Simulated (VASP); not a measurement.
Output of a VASP run:

### OSZICAR
```
...
RMM:   3    -0.513909089742E+03   -0.56773E-05   -0.59398E-05   593   0.182E-02    0.187E-02
RMM:   4    -0.513909091069E+03   -0.13268E-05   -0.11718E-05   443   0.931E-03
   9 F= -.51390909E+03 E0= -.51390909E+03  d E =-.165962E-01  mag=     3.0000
       N       E                     dE             d eps       ncg     rms          rms(c)
DAV:   1    -0.513914258743E+03   -0.51690E-02   -0.13972E+00   720   0.294E+00    0.281E-01
RMM:   2    -0.513915847015E+03   -0.15883E-02   -0.22711E-02   720   0.380E-01    0.164E-01
RMM:   3    -0.513916009404E+03   -0.16239E-03   -0.43789E-03   799   0.157E-01    0.121E-01
RMM:   4    -0.513915825899E+03    0.18351E-03   -0.91734E-04   734   0.703E-02    0.674E-02
RMM:   5    -0.513915783918E+03    0.41981E-04   -0.44589E-04   735   0.487E-02    0.317E-02
RMM:   6    -0.513915794442E+03   -0.10524E-04   -0.99536E-05   677   0.236E-02    0.186E-02
RMM:   7    -0.513915793676E+03    0.76614E-06   -0.32575E-05   493   0.131E-02
  10 F= -.51391579E+03 E0= -.51391579E+03  d E =-.670261E-02  mag=     3.0000
       N       E                     dE             d eps       ncg     rms          rms(c)
DAV:   1    -0.513915912795E+03   -0.11835E-03   -0.50639E-02   800   0.560E-01    0.526E-02
RMM:   2    -0.513915970269E+03   -0.57475E-04   -0.81655E-04   720   0.718E-02    0.306E-02
RMM:   3    -0.513915975028E+03   -0.47588E-05   -0.15472E-04   750   0.298E-02    0.224E-02
RMM:   4    -0.513915969411E+03    0.56168E-05   -0.37226E-05   520   0.144E-02
  11 F= -.51391597E+03 E0= -.51391597E+03  d E =-.687834E-02  mag=     3.0000
       N       E                     dE             d eps       ncg     rms          rms(c)
DAV:   1    -0.513917416157E+03   -0.14411E-02   -0.56520E-01   720   0.191E+00    0.138E-01
RMM:   2    -0.513917999442E+03   -0.58328E-03   -0.87993E-03   720   0.239E-01    0.131E-01
RMM:   3    -0.513918056487E+03   -0.57045E-04   -0.17088E-03   813   0.997E-02    0.682E-02
RMM:   4    -0.513917977981E+03    0.78506E-04   -0.32801E-04   730   0.421E-02    0.463E-02
RMM:   5    -0.513917948096E+03    0.29884E-04   -0.20519E-04   724   0.316E-02    0.151E-02
RMM:   6    -0.513917950827E+03   -0.27310E-05   -0.37030E-05   521   0.148E-02
  12 F= -.51391795E+03 E0= -.51391795E+03  d E =-.198142E-02  mag=     3.0000
       N       E                     dE             d eps       ncg     rms          rms(c)
DAV:   1    -0.513917985621E+03   -0.37525E-04   -0.36174E-02   776   0.484E-01    0.354E-02
RMM:   2    -0.513918028764E+03   -0.43143E-04   -0.60236E-04   720   0.622E-02    0.347E-02
RMM:   3    -0.513918033938E+03   -0.51737E-05   -0.12022E-04   711   0.262E-02    0.190E-02
RMM:   4    -0.513918029350E+03    0.45878E-05   -0.21063E-05   460   0.116E-02
  13 F= -.51391803E+03 E0= -.51391803E+03  d E =-.205994E-02  mag=     3.0000
       N       E                     dE             d eps       ncg     rms          rms(c)
DAV:   1    -0.513918598157E+03   -0.56422E-03   -0.23607E-01   720   0.125E+00    0.784E-02
RMM:   2    -0.513918833335E+03   -0.23518E-03   -0.35701E-03   720   0.150E-01    0.702E-02
RMM:   3    -0.513918866524E+03   -0.33189E-04   -0.70134E-04   819   0.619E-02    0.424E-02
RMM:   4    -0.513918840674E+03    0.25851E-04   -0.10827E-04   719   0.262E-02    0.356E-02
RMM:   5    -0.513918828704E+03    0.11969E-04   -0.84271E-05   700   0.205E-02    0.112E-02
RMM:   6    -0.513918828793E+03   -0.88678E-07   -0.19827E-05   451   0.105E-02
  14 F= -.51391883E+03 E0= -.51391883E+03  d E =-.799442E-03  mag=     3.0000
```

File OUTCAR:
```
------------------------ aborting loop because EDIFF is reached ----------------------------------------
  FORCE on cell =-STRESS in cart. coord.  units (eV):
  Direction    XX          YY          ZZ          XY          YZ          ZX
  --------------------------------------------------------------------------------------
  Total        1.5264013      3.6355738     -6.0294207      1.6263865      0.4911033     -0.9068781
  in kB        3.1989310      7.6191956    -12.6360619      3.4084735      1.0292219     -1.9005753
  external PRESSURE =      -0.6059784 kB  Pullay stress =       0.0000000 kB
  volume of cell :      764.49
      direct lattice vectors                 reciprocal lattice vectors
     4.693267657 -8.128978018  0.000000000     0.106535582 -0.061508347  0.000000000
     4.693267657  8.128978018  0.000000000     0.106535582  0.061508347  0.000000000
     0.000000000  0.000000000 10.019202616     0.000000000  0.000000000  0.099808342
  FREE ENERGIE OF THE ION-ELECTRON SYSTEM (eV)
  ---------------------------------------------------
  free  energy   TOTEN  =      -513.9188287929 eV

  energy  without entropy=     -513.9188287598  energy(sigma->0) =     -513.91882878

 total charge

# of ion       s       p       d       tot
------------------------------------------
    1        0.362   0.434   0.000   0.796
    2        0.363   0.435   0.000   0.798
    3        0.363   0.437   0.000   0.800
    4        0.373   0.393   0.000   0.766
    5        0.369   0.400   0.000   0.769
    6        0.363   0.435   0.000   0.798
    7        0.359   0.438   0.000   0.798
    8        0.373   0.392   0.000   0.766
    9        0.362   0.434   0.000   0.796
   10        0.362   0.436   0.000   0.798
   11        0.363   0.437   0.000   0.800
   12        0.368   0.440   0.000   0.808
   13        0.362   0.434   0.000   0.796
   14        0.363   0.439   0.000   0.802
   15        0.362   0.436   0.000   0.799
   16        0.364   0.442   0.000   0.807
   17        0.361   0.437   0.000   0.798
   18        0.361   0.428   0.000   0.789
   19        0.362   0.438   0.000   0.800
   20        0.361   0.437   0.000   0.798
   21        0.363   0.439   0.000   0.802
   22        0.362   0.439   0.000   0.801
   23        0.364   0.442   0.000   0.807
   24        0.361   0.432   0.000   0.793
   25        0.362   0.435   0.000   0.797
   26        0.364   0.438   0.000   0.802
   27        0.361   0.432   0.000   0.793
   28        0.361   0.432   0.000   0.794
   29        0.363   0.437   0.000   0.800
   30        0.364   0.439   0.000   0.802
   31        0.363   0.435   0.000   0.798
   32        0.362   0.434   0.000   0.796
   33        0.363   0.437   0.000   0.800
   34        0.362   0.436   0.000   0.798
   35        0.363   0.435   0.000   0.798
   36        1.235   2.579   0.000   3.814
   37        1.233   2.581   0.000   3.814
   38        1.230   2.593   0.000   3.823
   39        1.235   2.586   0.000   3.821
   40        1.233   2.581   0.000   3.814
   41        1.229   2.595   0.000   3.825
   42        1.235   2.586   0.000   3.821
   43        1.235   2.578   0.000   3.814
   44        1.229   2.593   0.000   3.822
   45        1.230   2.593   0.000   3.823
   46        1.229   2.595   0.000   3.825
   47        1.232   2.593   0.000   3.825
   48        1.229   2.599   0.000   3.829
...
```
(Selected blocks of OUTCAR.)

### POSCAR
```
Al35TiN35
1
    4.6932676572    -8.1289780179     0.0000000000
    4.6932676572     8.1289780179     0.0000000000
    0.0000000000     0.0000000000    10.0192026156
Al N Ti
35 35 1
Direct
  0.2222220000   0.1111110000   0.2500000000
  0.1111110000   0.2222220000   0.0000000000
  0.2222220000   0.1111110000   0.7500000000
  0.1041340000   0.2186130000   0.5045970000
  0.2209240000   0.4441890000   0.2520340000
  0.1111110000   0.5555560000   0.0000000000
  0.2164480000   0.4433110000   0.7524590000
  0.1134980000   0.5533420000   0.4998420000
  0.2222220000   0.7777780000   0.2500000000
  0.1111110000   0.8888890000   0.0000000000
  0.2222220000   0.7777780000   0.7500000000
  0.1111110000   0.8888890000   0.5000000000
  0.5555560000   0.1111110000   0.2500000000
  0.4444440000   0.2222220000   0.0000000000
  0.5555560000   0.1111110000   0.7500000000
  0.4444440000   0.2222220000   0.5000000000
  0.5555560000   0.4444440000   0.2500000000
  0.4444440000   0.5555560000   0.0000000000
  0.5555560000   0.4444440000   0.7500000000
  0.5555560000   0.7777780000   0.2500000000
  0.4444440000   0.8888890000   0.0000000000
  0.5555560000   0.7777780000   0.7500000000
  0.4444440000   0.8888890000   0.5000000000
  0.8888890000   0.1111110000   0.2500000000
  0.7777780000   0.2222220000   0.0000000000
  0.8888890000   0.1111110000   0.7500000000
  0.7777780000   0.2222220000   0.5000000000
  0.8888890000   0.4444440000   0.2500000000
  0.7777780000   0.5555560000   0.0000000000
  0.8888890000   0.4444440000   0.7500000000
  0.7777780000   0.5555560000   0.5000000000
  0.8888890000   0.7777780000   0.2500000000
  0.7777780000   0.8888890000   0.0000000000
  0.8888890000   0.7777780000   0.7500000000
  0.7777780000   0.8888890000   0.5000000000
  0.2185810000   0.1098340000   0.4381930000
  0.1174830000   0.2225370000   0.1916140000
  0.2222220000   0.1111110000   0.9410000000
  0.1138260000   0.2235420000   0.6921570000
  0.1111860000   0.5592840000   0.1862720000
  0.2222220000   0.4444440000   0.9410000000
  0.1129440000   0.5523870000   0.6864340000
  0.2245760000   0.7814610000   0.4404330000
  0.1111110000   0.8888890000   0.1910000000
  0.2222220000   0.7777780000   0.9410000000
  0.1111110000   0.8888890000   0.6910000000
  0.5555560000   0.1111110000   0.4410000000
  0.4444440000   0.2222220000   0.1910000000
  0.5555560000   0.1111110000   0.9410000000
  0.4444440000   0.2222220000   0.6910000000
  0.5589760000   0.4472470000   0.4445260000
  0.4448110000   0.5522400000   0.1947370000
  0.5555560000   0.4444440000   0.9410000000
  0.4445240000   0.5604270000   0.6886610000
  0.5537080000   0.7764110000   0.4360540000
  0.4444440000   0.8888890000   0.1910000000
  0.5555560000   0.7777780000   0.9410000000
  0.4444440000   0.8888890000   0.6910000000
  0.8888890000   0.1111110000   0.4410000000
  0.7777780000   0.2222220000   0.1910000000
  0.8888890000   0.1111110000   0.9410000000
  0.7777780000   0.2222220000   0.6910000000
  0.8888890000   0.4444440000   0.4410000000
  0.7777780000   0.5555560000   0.1910000000
  0.8888890000   0.4444440000   0.9410000000
  0.7777780000   0.5555560000   0.6910000000
  0.8888890000   0.7777780000   0.4410000000
  0.7777780000   0.8888890000   0.1910000000
  0.8888890000   0.7777780000   0.9410000000
  0.7777780000   0.8888890000   0.6910000000
  0.4450070000   0.5593730000   0.4989550000
```

Problem. Reconstruct the remaining input files.

Solution. Several could match; the one computed here: the input of the run itself, PBE GGA, plane waves, VASP's PBE PAW potentials (set 64).

**KPOINTS**
```
Automatic
0
G
 1 1 1
0 0 0
```

**INCAR**
```
ALGO  =  Fast
EDIFF  =  1E-5
EDIFFG  =  -0.03
ENCUT  =  400
GGA  =  PE
IBRION  =  2
ISIF  =  2
ISMEAR  =  0
ISPIN  =  2
ISYM  =  0
LASPH  =  .True.
LCHARG  =  .False.
LMAXMIX  =  4
LORBIT  =  10
LREAL  =  Auto
LWAVE  =  .True.
MAGMOM  =  71*0.0423
NELECT  =  285.0
NELM  =  100
NELMIN  =  4
NSW  =  70
NUPDOWN  =  3
PREC  =  Normal
SIGMA  =  0.05
SYSTEM  =  Al35TiN35
```

POTCAR, in this order: Al N Ti (PBE.64 set). Program: vasp_gam.

At this cut-off the stress carries a Pulay error, which pulls relaxed volumes low. The cell is charged, with a uniform compensating background. The supercell is sampled at Γ alone, which is coarse: total energies, pressure and levels can be off, energies of defects by several tenths of an eV.

The cell is a supercell with a defect, built from AlN (wurtzite): Ti_Al-vac_N, charge -1.
